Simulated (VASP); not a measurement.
Output of a VASP run:

File OSZICAR:
```
       N       E                     dE             d eps       ncg     rms          rms(c)
DAV:   1     0.532774032217E+02    0.53277E+02   -0.87248E+03  1016   0.129E+03
DAV:   2    -0.305795314796E+02   -0.83857E+02   -0.79050E+02  1472   0.265E+02
DAV:   3    -0.330181763154E+02   -0.24386E+01   -0.24292E+01  1336   0.459E+01
DAV:   4    -0.330319138669E+02   -0.13738E-01   -0.13728E-01  1244   0.367E+00
DAV:   5    -0.330320830567E+02   -0.16919E-03   -0.16910E-03  1316   0.381E-01    0.969E+00
DAV:   6    -0.310675791528E+02    0.19645E+01   -0.60470E+00  1268   0.201E+01    0.434E+00
DAV:   7    -0.309460510414E+02    0.12153E+00   -0.24042E-01  1192   0.478E+00    0.268E+00
DAV:   8    -0.309099153405E+02    0.36136E-01   -0.99746E-02  1120   0.282E+00    0.246E-01
DAV:   9    -0.309086904564E+02    0.12249E-02   -0.26785E-03  1304   0.545E-01    0.132E-01
DAV:  10    -0.309088617742E+02   -0.17132E-03   -0.40772E-04  1192   0.213E-01    0.289E-02
DAV:  11    -0.309088546661E+02    0.71081E-05   -0.73984E-05  1304   0.733E-02    0.109E-02
DAV:  12    -0.309088561016E+02   -0.14355E-05   -0.54458E-06  1248   0.255E-02    0.265E-03
DAV:  13    -0.309088561378E+02   -0.36209E-07   -0.21635E-07  1148   0.474E-03
   1 F= -.30908856E+02 E0= -.30908856E+02  d E =-.309089E+02
       N       E                     dE             d eps       ncg     rms          rms(c)
DAV:   1    -0.309088315679E+02    0.24534E-04   -0.22561E-02  1136   0.144E+00    0.277E-02
DAV:   2    -0.309088578719E+02   -0.26304E-04   -0.31580E-04  1272   0.171E-01    0.172E-02
DAV:   3    -0.309088530709E+02    0.48011E-05   -0.59518E-06  1276   0.280E-02    0.704E-03
DAV:   4    -0.309088526983E+02    0.37256E-06   -0.35779E-06  1324   0.184E-02    0.200E-03
DAV:   5    -0.309088526850E+02    0.13346E-07   -0.51843E-07  1172   0.768E-03
   2 F= -.30908853E+02 E0= -.30908853E+02  d E =0.345285E-05
       N       E                     dE             d eps       ncg     rms          rms(c)
DAV:   1    -0.309088985254E+02   -0.45827E-04   -0.58372E-03  1136   0.731E-01    0.139E-02
DAV:   2    -0.309089048480E+02   -0.63226E-05   -0.81833E-05  1272   0.869E-02    0.888E-03
DAV:   3    -0.309089038165E+02    0.10316E-05   -0.15556E-06  1268   0.143E-02    0.364E-03
DAV:   4    -0.309089038421E+02   -0.25657E-07   -0.94253E-07  1312   0.946E-03
   3 F= -.30908904E+02 E0= -.30908904E+02  d E =-.477043E-04
```

### OUTCAR
```
------------------------ aborting loop because EDIFF is reached ----------------------------------------
  FORCE on cell =-STRESS in cart. coord.  units (eV):
  Direction    XX          YY          ZZ          XY          YZ          ZX
  --------------------------------------------------------------------------------------
  Total       -1.6097836     -1.6097839     -1.6057047      0.0000000     -0.0000000      0.0000000
  in kB     -104.9036114   -104.9036320   -104.6378014      0.0000000     -0.0000000      0.0000000
  external PRESSURE =    -104.8150149 kB  Pullay stress =       0.0000000 kB
  volume of cell :       24.59
      direct lattice vectors                 reciprocal lattice vectors
     1.289703198 -2.233831685  0.000000000     0.387686098 -0.223830651 -0.000000000
     1.289703198  2.233831685 -0.000000000     0.387686098  0.223830651  0.000000000
     0.000000000 -0.000000000  4.266948799     0.000000000  0.000000000  0.234359503
  FREE ENERGIE OF THE ION-ELECTRON SYSTEM (eV)
  ---------------------------------------------------
  free  energy   TOTEN  =       -30.9089038421 eV

  energy  without entropy=      -30.9089038421  energy(sigma->0) =      -30.90890384

 reached required accuracy - stopping structural energy minimisation
```
(Selected blocks of OUTCAR.)

POSCAR:
```
BN
1
    1.2896516897    -2.2337424741     0.0000000000
    1.2896516897     2.2337424741     0.0000000000
    0.0000000000     0.0000000000     4.2672896383
B N
2 2
Direct
  0.6666670000   0.3333330000   0.5002750315
  0.3333330000   0.6666670000   0.0002750315
  0.6666670000   0.3333330000   0.8747249685
  0.3333330000   0.6666670000   0.3747249685
```

Q: Reconstruct the remaining input files.

A: One answer among several that fit: the input of the run itself, optB88-vdW, plane waves, VASP's PBE PAW potentials (set 64).

File KPOINTS:
```
Automatic
0
G
10 10 5
```

INCAR:
```
# general
SYSTEM  =BN
PREC    =Accurate
ENCUT   =520
LREAL   =.FALSE.
LASPH   =.TRUE.

# electronic loop
EDIFF   =1E-7
NELM    =100
ALGO    =Normal

# smearing
ISMEAR  =0
SIGMA   =0.05

# functional
GGA     =BO
LUSE_VDW=.TRUE.
AGGAC   =0.0
PARAM1  =0.1833333333
PARAM2  =0.22

# ions
IBRION  =2
NSW     =30
ISIF    =4
EDIFFG  =-0.01

# output
LWAVE   =.FALSE.
LCHARG  =.FALSE.
```

POTCAR, in this order: B N (PBE.64 set). Program: vasp_std.

The compound is BN in the wurtzite structure, a metastable high-pressure form. This cell is one point of a volume scan, at 1.03 of the reference volume. Symmetry was kept, so distortions that lower it aren't found.
